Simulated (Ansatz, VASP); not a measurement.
# WS2 in two plane-wave programs

Aim: how closely do two programs agree when they are given the same cell, functional and k mesh? The cell is generated by rule, not measured, and may not be a known phase. The cell is taken from a series of runs on this material, whose earlier steps may have relaxed, scaled, displaced or heated it; both programs get it as it stands.

Calculated with Ansatz 0.2.0; plane waves, with VASP 6.6.1 beside it; single point at r2SCAN.

**1. Set-up**

It takes space group R3m (No. 160, trigonal). Conventional cell: a = 3.170 Å, b = 3.170 Å, c = 18.575 Å, α = 90.00°, β = 90.00°, γ = 120.00°. Nearest to S lie 3 W at 2.40 Å. S has 3 W at 2.40 Å nearest. Nearest to W lie 6 S at 2.40 Å. Farther neighbours and most contacts between anions are not listed.

**2. Ansatz: single point, r2SCAN**

Ansatz runs on its default PAW (the set named soft_2) files.

With cell and atoms fixed, the geometry can't cause a difference; cores, projectors, grids and the points listed under the comparison can.

File input.yaml:

```yaml
crystal:
  lattice:
    - [3.17, 0.0, 0.0]
    - [-1.585, 2.74530053, 0.0]
    - [0.0, 0.0, 18.5749865204]
  atoms:
    - { symbol: S, position: [0.3333333333, 0.6666666667, 0.0009136869] }
    - { symbol: W, position: [0.0, 0.0, 0.0848523586] }
    - { symbol: S, position: [0.3333333333, 0.6666666667, 0.1688285491] }
    - { symbol: S, position: [0.0, 0.0, 0.3342470202] }
    - { symbol: W, position: [0.6666666667, 0.3333333333, 0.4181856919] }
    - { symbol: S, position: [0.0, 0.0, 0.5021618824] }
    - { symbol: S, position: [0.6666666667, 0.3333333333, 0.6675803535] }
    - { symbol: W, position: [0.3333333333, 0.6666666667, 0.7515190253] }
    - { symbol: S, position: [0.6666666667, 0.3333333333, 0.8354952158] }
kpoints:
  mp_grid: { grid: [12, 12, 2] }
  band_path: { path: [VBM, CBM], npoints: 24 }
scf:
  occupations: { method: fixed }
  max_iter: 120
hamiltonian:
  xc: r2scan
output:
  eigenvalues: true
checkpoint:
  write: WS2.run
  compress: false
  write_wavefunctions: false
```

Launch:

```sh
ansatz run input.yaml --threads 4 --pin off --max-ram 10240MiB --backend cpu --events-out ev --progress --plain --runs-dir out
```

Numbers of over 12 decimals in the logs are rounded to 6 here.

Output:

```text
Engine: ansatz 0.2.0, x86_64-unknown-linux-gnu
Pseudopotentials: kind: paw
Pseudopotential: S, paw, valence charge 6, recommended cutoff 500 eV (meta_gga), S.paw.azcp
Pseudopotential: W, paw, valence charge 14, recommended cutoff 500 eV (meta_gga), W.paw.azcp
Functional definition: r2SCAN
  parameter k0 = 0.174
  parameter k1 = 0.065
  parameter a1 = 4.9479
  exchange = r2scan_x(k0 = k0, k1 = k1, a1 = a1)
  correlation = r2scan_c
Crystal: 9 atoms, lattice volume = 161.651 Å³
Basis set: ecut = 500 eV, 4081 PW (Γ), exchange–correlation on 96×96×576 points (64 copies of the dense FFT grid, shifted against one another)
Bands: 48, of which v1, the nominal top of the filled ones, is band 39 counted from 1 (38 counted from 0)
Symmetry: 18 space group operations
Space group: R3m (ITA 160), of the structure as read, at distance tolerance 5.4e-5 Å
k-points: 38 of 288 (time reversal used)
Non-local potential: S, projectors of the file, l = 0: 2, l = 1: 2, l = 2: 2
Non-local potential: W, projectors of the file, l = 0: 3, l = 1: 2, l = 2: 2, l = 3: 1
PAW form: soft (Blöchl's): semilocal exchange-correlation on the pseudo side does not see the compensation charge
PAW frozen core: S, regenerated for the run's functional (the file was generated under x = pbe(κ = 0.804, μ = 0.219515), c = pbe(β = 0.066725))
PAW frozen core: W, regenerated for the run's functional (the file was generated under x = pbe(κ = 0.804, μ = 0.219515), c = pbe(β = 0.066725))
PAW one-centre angular grid: S, 302 points (default); XC on 160 Gauss nodes
PAW one-centre angular grid: W, 590 points (default); XC on 160 Gauss nodes
Initial density: superposition of atomic densities (neutral atoms: chi_scale 0, normalization atom), corrected by the library's trained network
Initial wavefunctions: pseudopotential atomic-orbital guess
Functional: x = r2scan, c = r2scan; τ floored in thin density (d = 2e-4 eV/Å³)
SCF iter   1: F=—  HF=-36634.676102 eV  |F-HF|=—  |Δ(HF+E_count)|=         —  Δρ=7.94e-3  dr2=6.51e-2  dr2_τ=2.51e-1  ethr=1.77e-3  ⟨swp⟩=5.0  Hψ=6851  notcnv=0  defer=183
preconditioner: auto → Resta (q_TF=auto, 2.416 Å⁻¹)  ε∞=6.8  [insulator: Δε(μ)=1.147 eV  Ē_g=8.874 eV  n_scr=44 (ndim 8)  ℏωp=21.5 eV  f_vac=0.018  ε∞_Penn≈6.8]
SCF iter   2: F=—  HF=-36634.886306 eV  |F-HF|=—  |Δ(HF+E_count)|=   2.10e-1  Δρ=4.66e-3  dr2=2.37e-2  dr2_τ=2.97e-3  ethr=8.35e-5  ⟨swp⟩=2.3  Hψ=3275  notcnv=0  defer=252
SCF iter   3: F=—  HF=-36634.893118 eV  |F-HF|=—  |Δ(HF+E_count)|=   6.81e-3  Δρ=2.66e-3  dr2=5.59e-3  dr2_τ=5.24e-4  ethr=3.03e-5  ⟨swp⟩=2.3  Hψ=2377  notcnv=0  defer=256
SCF iter   4: F=—  HF=-36634.898157 eV  |F-HF|=—  |Δ(HF+E_count)|=   5.04e-3  Δρ=2.24e-4  dr2=7.81e-5  dr2_τ=9.04e-6  ethr=7.17e-6  ⟨swp⟩=2.6  Hψ=2877  notcnv=0  defer=256
SCF iter   5: F=—  HF=-36634.898332 eV  |F-HF|=—  |Δ(HF+E_count)|=   1.75e-4  Δρ=7.14e-5  dr2=1.37e-5  dr2_τ=6.17e-7  ethr=1.00e-7  ⟨swp⟩=2.0  Hψ=2902  notcnv=0  defer=222
SCF iter   6: F=—  HF=-36634.898338 eV  |F-HF|=—  |Δ(HF+E_count)|=   5.63e-6  Δρ=1.30e-5  dr2=4.78e-7  dr2_τ=5.96e-8  ethr=1.76e-8  ⟨swp⟩=2.0  Hψ=2629  notcnv=0  defer=223
SCF iter   7: F=-36634.898338 eV  HF=-36634.898338 eV  |F-HF|=8.56e-9  |Δ(HF+E_count)|=   2.10e-7  Δρ=3.21e-6  dr2=1.58e-8  dr2_τ=1.71e-9  ethr=1.28e-10  ⟨swp⟩=9.8  Hψ=7117  notcnv=0
SCF 1 converged in 7 iterations: F = -36634.898338 eV  dr2 = 1.58e-8
  greatest PAW one-centre occupation: 0.999 electrons in one spin orbital (limit 2), on the W atom at site 7 (counted from 0), in its partial waves of l = 0
NSCF: frozen V_eff on 34 k-points
NSCF: frozen V_eff on 34 k-points
[...]
SCF converged after 7 iterations
Free energy (F): -36634.898338 eV
Harris-Foulkes:  -36634.898338 eV  (|F-HF|=8.56e-9)
Internal energy: -36634.898338 eV  (E = F + TS)
E sigma→0 (E₀):  -36634.898338 eV
Fermi energy:    11.446934 eV
--- Per-component energies (eV) ---
  E_band       = -636.750110
  E_kinetic    = 2001.950012
  E_local      = -5352.459976  (includes V_loc(G=0)·N_el)
  E_nonlocal   = 173.457326
  E_hartree    = 2127.759336
  E_xc         = -1300.880491
  E_vxc        = -1351.087053  (∫ρ·V_xc dr)
  E_paw        = -29436.698184  (= ΣΔE_a)
  E_vpaw       = -430.875580  (= ΣTr[D̂ρ^β])
  E_aug_tail   = -0.000141  (compensation charges beyond the density's cutoff)
  E_vtau       = 66.747201  (kinetic-family band-sum trace: ∫τ·v_τ [+ j·A + Jᵃ·Aᵃ] dr)
  E_ewald      = -4845.603773
  E_core_change = -2.422447  (= ΣΔE_core)
  E_smearing   = -0.000000  (= −TS)
  E_closure    = -0.000000  (closes the sum)
  Σ components = -36634.898338   (vs F -36634.898338, Δ=0.00e0)
--- Band table (eV; the first three rows and the last of 38) ---
  k-point 0: bands = [... 35 lower, 9.7468, 10.2262, 11.2955, 11.2955, 13.7713, 13.7713, 13.8251, 13.8251, ... 5 higher]
  k-point 1: bands = [... 35 lower, 8.9707, 10.8269, 10.8269, 11.4469, 13.7874, 13.7874, 13.7874, 13.7874, ... 5 higher]
  k-point 2: bands = [... 35 lower, 9.9189, 10.2254, 11.1062, 11.1120, 13.6742, 13.7384, 13.7550, 13.7777, ... 5 higher]
  k-point 37: bands = [... 35 lower, 8.1985, 10.7069, 10.7069, 10.7069, 12.6703, 12.6703, 12.6703, 14.1829, ... 5 higher]
```

The column dr2 measures how far the density is from self-consistency, as an energy; F and HF (Harris–Foulkes) agree once it is small.

**3. VASP: single point, r2SCAN**

The same cell, functional and mesh now go to VASP, with its own data sets.

Lines of VASP's logs that name or quote its potential files are left out, and so is its time.

File INCAR:

```
SYSTEM = WS2
PREC = Accurate
ENCUT = 580
EDIFF = 1E-06
NELM = 120
ISMEAR = 0
SIGMA = 0.01
LREAL = .FALSE.
ALGO = Normal
METAGGA = R2SCAN
LASPH = .TRUE.
NBANDS = 36
LORBIT = 11
LWAVE = .FALSE.
LCHARG = .FALSE.
ISIF = 2
GGA_COMPAT = .FALSE.
EFERMI = MIDGAP
LMIXTAU = .TRUE.
KPAR = 2
```

File POSCAR:

```
WS2
1.0
    3.1700000000      0.0000000000      0.0000000000
   -1.5850000000      2.7453005300      0.0000000000
    0.0000000000      0.0000000000     18.5749865204
S W
6 3
Direct
    0.3333333333      0.6666666667      0.0009136869
    0.3333333333      0.6666666667      0.1688285491
    0.0000000000      0.0000000000      0.3342470202
    0.0000000000      0.0000000000      0.5021618824
    0.6666666667      0.3333333333      0.6675803535
    0.6666666667      0.3333333333      0.8354952158
    0.0000000000      0.0000000000      0.0848523586
    0.6666666667      0.3333333333      0.4181856919
    0.3333333333      0.6666666667      0.7515190253
```

File KPOINTS:

```
Automatic mesh
0
Gamma
12 12 2
0 0 0
```

PAW data sets: S and W (PBE family, release 64).

Launch:

```sh
mpirun -np 2 vasp_std
```

Output:

```text
[banner, memory and clock lines left out]
running    2 mpi-ranks, on    1 nodes
 distrk:  each k-point on    1 cores,    2 groups
 distr:  one band on    1 cores,    1 groups

 POSCAR found type information on POSCAR S W
 POSCAR found :  2 types and       9 ions
|                                                                             |
|               ----> ADVICE to this user running VASP <----                  |
|                                                                             |
|     You enforced a specific xc type in the INCAR file but a different       |
|     [... a line on the potential file left out ...]
|     I HOPE YOU KNOW WHAT YOU ARE DOING!                                     |
|                                                                             |

 LDA part: xc-table for (None), standard interpolation
 POSCAR, INCAR and KPOINTS ok, starting setup
 FFT: planning ... GRIDC
 FFT: planning ... GRID_SOFT
 FFT: planning ... GRID
 WAVECAR not read
 entering main loop
       N       E                     dE             d eps       ncg     rms          rms(c)
DAV:   1     0.170812868891E+03    0.17081E+03   -0.26605E+04  2736   0.150E+03
DAV:   2    -0.191820588279E+03   -0.36263E+03   -0.34769E+03  3608   0.312E+02
DAV:   3    -0.219787487960E+03   -0.27967E+02   -0.27640E+02  3436   0.820E+01
DAV:   4    -0.220638312615E+03   -0.85082E+00   -0.84687E+00  3896   0.152E+01
DAV:   5    -0.220656147959E+03   -0.17835E-01   -0.17803E-01  3564   0.213E+00    0.452E+01
DAV:   6    -0.219340173459E+03    0.13160E+01   -0.17102E+01  3876   0.175E+01    0.244E+01
DAV:   7    -0.214866902619E+03    0.44733E+01   -0.68993E+00  3768   0.133E+01    0.122E+01
DAV:   8    -0.214797651180E+03    0.69251E-01   -0.98298E-01  3876   0.573E+00    0.106E+00
DAV:   9    -0.214077712561E+03    0.71994E+00   -0.20449E-01  3688   0.229E+00    0.876E-01
DAV:  10    -0.213560350844E+03    0.51736E+00   -0.32225E-02  3432   0.126E+00    0.799E-01
DAV:  11    -0.211952271549E+03    0.16081E+01   -0.11966E-01  3108   0.209E+00    0.553E-01
DAV:  12    -0.211717923030E+03    0.23435E+00   -0.22373E-02  2984   0.110E+00    0.296E-01
DAV:  13    -0.210892108448E+03    0.82581E+00   -0.52833E-02  2880   0.159E+00    0.286E-01
DAV:  14    -0.210309948082E+03    0.58216E+00   -0.11795E-01  3052   0.238E+00    0.266E-01
[...]
DAV:  27    -0.210479164834E+03    0.28797E-03   -0.47980E-04  3844   0.121E-01    0.364E-01
DAV:  28    -0.210479409265E+03   -0.24443E-03   -0.51685E-05  3188   0.509E-02    0.389E-01
DAV:  29    -0.210478369981E+03    0.10393E-02   -0.15443E-03  2768   0.344E-01    0.427E-01
DAV:  30    -0.210479241450E+03   -0.87147E-03   -0.38808E-04  2936   0.114E-01    0.333E-01
DAV:  31    -0.210479832589E+03   -0.59114E-03   -0.47927E-04  2780   0.166E-01    0.195E-01
DAV:  32    -0.210479809215E+03    0.23374E-04   -0.32911E-05  3216   0.390E-02    0.163E-01
DAV:  33    -0.210479784782E+03    0.24432E-04   -0.74226E-06  3420   0.151E-02    0.136E-01
DAV:  34    -0.210479784218E+03    0.56397E-06   -0.57593E-06  2796   0.134E-02
   1 F= -.21047978E+03 E0= -.21047978E+03  d E =0.000000E+00
```

From OUTCAR (step 3):

```text
ion  position               nearest neighbor table
   1  0.333  0.667  0.001-   7 2.40   7 2.40   7 2.40
   2  0.333  0.667  0.169-   7 2.40   7 2.40   7 2.40
   3  0.000  0.000  0.334-   8 2.40   8 2.40   8 2.40
   4  0.000  0.000  0.502-   8 2.40   8 2.40   8 2.40
   5  0.667  0.333  0.668-   9 2.40   9 2.40   9 2.40
   6  0.667  0.333  0.835-   9 2.40   9 2.40   9 2.40
   7  0.000  0.000  0.085-   1 2.40   1 2.40   1 2.40   2 2.40   2 2.40   2 2.40
   8  0.667  0.333  0.418-   3 2.40   3 2.40   3 2.40   4 2.40   4 2.40   4 2.40
   9  0.333  0.667  0.752-   5 2.40   5 2.40   5 2.40   6 2.40   6 2.40   6 2.40

  LATTYP: Found a hexagonal cell.
 ALAT       =     3.1700000000
 C/A-ratio  =     5.8596171989

 Subroutine GETGRP returns: Found  6 space group operations
 (whereof  6 operations were pure point group operations)

The static configuration has the point symmetry C_3v.

 Found     38 irreducible k-points:

   k-points           NKPTS =     38   k-points in BZ     NKDIM =     38   number of bands    NBANDS=     36

   dimension x,y,z NGX =    28 NGY =   28 NGZ =  150
   dimension x,y,z NGXF=    56 NGYF=   56 NGZF=  300

   ENCUT  =  580.0 eV  42.63 Ry    6.53 a.u.   6.22  6.22 36.48*2*pi/ulx,y,z

   NELECT =      54.0000    total number of electrons

 k-points in reciprocal lattice and weights: Automatic mesh
   0.00000000  0.00000000  0.00000000       0.003
   0.08333333  0.00000000  0.00000000       0.021
   0.16666667  0.00000000  0.00000000       0.021
   0.25000000  0.00000000  0.00000000       0.021
   0.33333333 -0.00000000  0.00000000       0.021
   0.41666667  0.00000000  0.00000000       0.021
   0.50000000  0.00000000  0.00000000       0.010
   0.08333333  0.08333333  0.00000000       0.021
   0.16666667  0.08333333  0.00000000       0.042
[...]
0.33333333  0.25000000  0.50000000       0.042
   0.33333333  0.33333333  0.50000000       0.007

 average (electrostatic) potential at core
       1 -88.9313       2 -88.9356       3 -88.9313       4 -88.9356       5 -88.9313
       6 -88.9356       7 -45.8465       8 -45.8465       9 -45.8465

 E-fermi :   6.7217

 k-point     1 :       0.0000    0.0000    0.0000
  band No.  band energies     occupation
    ...
     23       3.6805      2.00000
     24       4.4736      2.00000
     25       4.9305      2.00000
     26       5.9868      2.00000
     27       5.9868      2.00000
     28       8.4768      0.00000
     29       8.4768      0.00000
     30       8.5315      0.00000
     31       8.5315      0.00000
     32       8.5315      0.00000
    ...

 k-point     2 :       0.0833    0.0000    0.0000
  band No.  band energies     occupation
    ...
     23       3.7763      2.00000
     24       4.6408      2.00000
     25       4.9293      2.00000
     26       5.7986      2.00000
     27       5.8042      2.00000
     28       8.3818      0.00000
     29       8.4434      0.00000
     30       8.4577      0.00000
     31       8.4835      0.00000
     32       8.4891      0.00000
    ...

 k-point     3 :       0.1667    0.0000    0.0000
  band No.  band energies     occupation
    ...
     23       3.7705      2.00000
     24       4.5455      2.00000
     25       4.8325      2.00000
     26       5.2397      2.00000
     27       5.2774      2.00000
     28       7.8030      0.00000
     29       8.1934      0.00000
     30       8.2303      0.00000
     31       8.2810      0.00000
     32       8.3631      0.00000
    ...

  Total        0.9213864      0.9213864      1.0762519      0.0000000      0.0000000      0.0000000
  in kB        9.1321852      9.1321852     10.6671119      0.0000000      0.0000000      0.0000000
  external PRESSURE =       9.6438274 kB  Pullay stress =       0.0000000 kB

  energy-cutoff  :      580.00
  volume of cell :      161.65
      direct lattice vectors                 reciprocal lattice vectors
     3.170000000  0.000000000  0.000000000     0.315457413  0.182129422  0.000000000
    -1.585000000  2.745300530  0.000000000     0.000000000  0.364258845  0.000000000
     0.000000000  0.000000000 18.574986520     0.000000000  0.000000000  0.053835840

 POSITION                                       TOTAL-FORCE (eV/Angst)
 -----------------------------------------------------------------------------------
     -0.00000      1.83020      0.01697        -0.000000     -0.000000      0.076515
     -0.00000      1.83020      3.13599         0.000000     -0.000000     -0.075811
      0.00000      0.00000      6.20863        -0.000000     -0.000000      0.076515
      0.00000      0.00000      9.32765         0.000000      0.000000     -0.075811
      1.58500      0.91510     12.40030         0.000000     -0.000000      0.076515
      1.58500      0.91510     15.51931         0.000000      0.000000     -0.075811
      0.00000      0.00000      1.57613        -0.000000      0.000000     -0.000704
      1.58500      0.91510      7.76779        -0.000000      0.000000     -0.000704
     -0.00000      1.83020     13.95946        -0.000000      0.000000     -0.000704
 -----------------------------------------------------------------------------------
    total drift:                               -0.000000      0.000000      0.000275

  FREE ENERGIE OF THE ION-ELECTRON SYSTEM (eV)
  ---------------------------------------------------
  free  energy   TOTEN  =      -210.4797842182 eV

  energy  without entropy=     -210.4797842182  energy(sigma->0) =     -210.47978422

 total charge
# of ion       s       p       d       tot
------------------------------------------
    1        1.352   2.388   0.000   3.740
    2        1.352   2.387   0.000   3.739
    3        1.352   2.388   0.000   3.740
    4        1.352   2.387   0.000   3.739
    5        1.352   2.388   0.000   3.740
    6        1.352   2.387   0.000   3.739
    7        0.546   0.722   4.262   5.530
    8        0.546   0.722   4.262   5.530
    9        0.546   0.722   4.262   5.530
--------------------------------------------------
tot          9.750  16.490  12.787  39.027

[... 3 further parts left out ...]
```

This run has no spin polarisation, so a moment on W, if there is one, isn't seen.

**4. Comparison**

Known differences besides the potentials themselves: VASP keeps PBE cores, Ansatz makes them for the functional; fixed occupations in Ansatz, narrow Gaussian smearing in VASP; the data sets hold 78 valence electrons in Ansatz (on its default PAW (the set named soft_2) files) and 54 in VASP; the cutoff is 500 eV in Ansatz and 580 eV in VASP. Total energies have different zeros and are not compared.

Compared:

```tsv
quantity	Ansatz	VASP	difference
gap on the k mesh (eV)	1.155	1.176	-0.020
```

A gap on the mesh is an upper bound, since the band edges may lie between its points; neither run holds spin-orbit coupling, which can move the band edges of a compound of W. VASP's last cycles still show a density residual of 1e-02, so its state may not be settled.

**5. Results**

```json
{
  "difference in gap on the k mesh (single point, r2SCAN)": "-0.020 eV"
}
```

In words: The difference in gap on the k mesh is -0.020 eV (single point, r2SCAN), within the 0.08 eV picked in this series as the mark of a large difference. The data sets hold unlike numbers of valence electrons (78 in Ansatz and 54 in VASP), so part of the differences comes from the potentials. Such differences can come from data sets, numerical settings and the points named under the comparisons, not from the functional's error against experiment.

[Lines on the potential files, build, host, timing and source positions are cut from VASP's logs without a mark.]

[Logs are printed without paths, hosts, clocks, repeated set-up lines and the standing remarks that a program may print on its own settings, such as how far it seeks lower states.]

[Hosts, paths, dates, database ids (printed as entryN), source tags and the programs' standing remarks are cut or masked in the printed files.]
